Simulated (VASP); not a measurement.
VASP ran on this input.

File KPOINTS:
```
Automatic mesh
0
Gamma
11 11 11
0 0 0
```

### POSCAR
```
NiAl
1.0
  2.9111892944   0.0000000000   0.0000000000
  0.0000000000   2.9111892944   0.0000000000
  0.0000000000   0.0000000000   2.9111892944
Al Ni
1 1
Cartesian
  1.4555946472   1.4555946472   1.4555946472
  0.0000000000   0.0000000000   0.0000000000
```

INCAR:
```
# general
SYSTEM   =  NiAl
PREC     =  Accurate
ENCUT    =  520   # plane-wave cut-off (eV)
LREAL    =  .FALSE.   # projection in real space or not
LASPH    =  .TRUE.

# electronic loop
EDIFF    =  1E-6   # SCF stop (eV)
NELM     =  100   # most electronic steps
ALGO     =  Normal
LMAXMIX  =  4   # l cut-off of mixed one-centre charges

# smearing
ISMEAR   =  1   # Methfessel-Paxton
SIGMA    =  0.1

# functional
GGA      =  RE

# ions
IBRION   =  2
NSW      =  60
ISIF     =  3   # ions, shape and volume
EDIFFG   =  -0.01   # ionic stop

# output
LWAVE    =  .FALSE.
LCHARG   =  .FALSE.
```

POTCAR, in this order: Al Ni (PBE.64 set). Program: vasp_std.

Question: Write an equivalent input for Quantum ESPRESSO's pw.x.

Answer: One equivalent input (not run):
```
&CONTROL
  calculation = 'vc-relax'
  pseudo_dir = './pseudo'
  outdir = './out'
  tprnfor = .true.
  tstress = .true.
  nstep = 60
  forc_conv_thr = 0.00039
/
&SYSTEM
  ibrav = 0
  nat = 2
  ntyp = 2
  ecutwfc = 98
  occupations = 'smearing'
  smearing = 'methfessel-paxton'
  degauss = 0.00735
  input_dft = 'revpbe'
/
&ELECTRONS
  conv_thr = 7.3e-08
  electron_maxstep = 100
/
&IONS
/
&CELL
/
ATOMIC_SPECIES
  Al 26.982 Al.upf
  Ni 58.693 Ni.upf
CELL_PARAMETERS angstrom
     2.9111893   -0.0000000   -0.0000000
    -0.0000000    2.9111893    0.0000000
    -0.0000000    0.0000000    2.9111893
ATOMIC_POSITIONS crystal
  Al   0.5000000  0.5000000  0.5000000
  Ni   0.0000000  0.0000000  0.0000000
K_POINTS automatic
  11 11 11 0 0 0
```
What does not carry over: the potentials are each code's own (VASP's PAW set, PseudoDojo norm-conserving files in pw.x), so ENCUT and ecutwfc are chosen apart and not converted; conv_thr bounds pw.x's estimated SCF error, while EDIFF bounds the energy change between steps; forc_conv_thr acts on force components and is met together with etot_conv_thr.

The compound is NiAl in the CsCl type structure. It was relaxed first. The start is the result of an earlier pass.
